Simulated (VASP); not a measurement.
Input:

```
In
1.0
   -1.60223     1.60223     2.47953
    1.60223    -1.60223     2.47953
    1.60223     1.60223    -2.47953
In
1
Direct
  0.00000   0.00000   0.00000
```

All values below come from r2SCAN meta-GGA, VASP's PBE PAW potentials (set 64) (plane waves; VASP). Settings: 480 eV cut-off, 14×14×14 Γ-centred mesh, first-order Methfessel-Paxton smearing of 0.10 eV, potentials In_d.

Unless said otherwise, spin-orbit coupling is left out, though it shifts the bands of the heavy elements here.

Question: What does the run give for the energy per atom (σ→0), pressure, band gap (on the k-mesh) with the smallest direct gap where there is one?

Answer: 
```yaml
band gap (on the k-mesh): none (metal, semimetal or under 0.01 eV)
energy per atom (σ→0): -22.572 eV/atom
pressure: 1.47 GPa
```

Only differences to runs with the same potentials and settings are physical.

The compound is In in the bct structure. This cell was strained or had an atom moved on purpose.
